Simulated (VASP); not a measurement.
VASP input:

**POSCAR**
```
Zn
1
    1.3566000000    -2.3497010000     0.0000000000
    1.3566000000     2.3497010000     0.0000000000
    0.0000000000     0.0000000000     5.0490000000
Zn
2
Direct
  0.3333330000   0.6666670000   0.2500000000
  0.6666670000   0.3333330000   0.7500000000
```

**KPOINTS**
```
Automatic mesh
0
Gamma
12 12 6
0 0 0
```

### INCAR
```
SYSTEM = Zn
PREC = Accurate
ENCUT = 400
EDIFF = 1E-6
NELM = 60
ALGO = Normal
LREAL = .FALSE.
LASPH = .TRUE.
ISMEAR = 1
SIGMA = 0.1
GGA = PE
LMAXMIX = 4
LWAVE = .FALSE.
LCHARG = .FALSE.
ISIF = 2
IMIX = 1
AMIX = 1.9
BMIX = 0.0001
```

POTCAR, in this order: Zn (PBE.64 set). Program: vasp_std.

The run wrote:

### standard output
```
 POSCAR found type information on POSCAR Zn
 POSCAR found :  1 types and       2 ions
 Reading from existing POTCAR
 Reading from existing POTCAR
 LDA part: xc-table for (Slater+PW92), standard interpolation
 POSCAR, INCAR and KPOINTS ok, starting setup
 WAVECAR not read
 entering main loop
       N       E                     dE             d eps       ncg     rms          rms(c)
DAV:   1     0.847827285508E+02    0.84783E+02   -0.10975E+04  2480   0.196E+03
DAV:   2    -0.862689807204E-01   -0.84869E+02   -0.83798E+02  2520   0.273E+02
DAV:   3    -0.235504803595E+01   -0.22688E+01   -0.22659E+01  3064   0.553E+01
DAV:   4    -0.236113153891E+01   -0.60835E-02   -0.60832E-02  2856   0.294E+00
DAV:   5    -0.236114090419E+01   -0.93653E-05   -0.93650E-05  3024   0.926E-02    0.352E+00
DAV:   6    -0.531174815943E+01   -0.29506E+01   -0.20951E+01  2432   0.104E+02    0.107E+01
DAV:   7    -0.738562097552E+02   -0.68544E+02   -0.54084E+02  2440   0.283E+02    0.698E+01
DAV:   8    -0.162868953316E+04   -0.15548E+04   -0.11183E+04  2496   0.387E+03    0.249E+02
DAV:   9    -0.585594903450E+04   -0.42273E+04   -0.44538E+04  2648   0.106E+03    0.417E+02
DAV:  10    -0.168685253057E+05   -0.11013E+05   -0.12495E+05  3696   0.197E+03    0.947E+02

 -----------------------------------------------------------------------------
|                                                                             |
|     EEEEEEE  RRRRRR   RRRRRR   OOOOOOO  RRRRRR      ###     ###     ###     |
|     E        R     R  R     R  O     O  R     R     ###     ###     ###     |
|     E        R     R  R     R  O     O  R     R     ###     ###     ###     |
|     EEEEE    RRRRRR   RRRRRR   O     O  RRRRRR       #       #       #      |
|     E        R   R    R   R    O     O  R   R                               |
|     E        R    R   R    R   O     O  R    R      ###     ###     ###     |
|     EEEEEEE  R     R  R     R  OOOOOOO  R     R     ###     ###     ###     |
|                                                                             |
|     ERROR FEXCP: supplied Exchange-correletion table                        |
|      is too small, maximal index : 4104                                     |
|                                                                             |
|       ---->  I REFUSE TO CONTINUE WITH THIS SICK JOB ... BYE!!! <----       |
|                                                                             |
 -----------------------------------------------------------------------------
```

Question: From input and log, find the fault in this run and mend it.

Answer: The cause: simple mixing (IMIX = 1) with AMIX above 1 overshoots. VASP stops with an error: ERROR FEXCP: supplied Exchange-correletion table is too small, maximal index : 4104 ----> I REFUSE TO CONTINUE WITH THIS SICK JOB ... BYE!!! <---- To mend it, remove IMIX, remove AMIX, remove BMIX.

The mended run (PBE GGA, plane waves, VASP's PBE PAW potentials (set 64)) converges, and its OSZICAR ends with
```
   1 F= -.21799922E+01 E0= -.21802054E+01  d E =0.639610E-03
```

The compound is Zn in the hcp structure. The cell was not relaxed at this level.
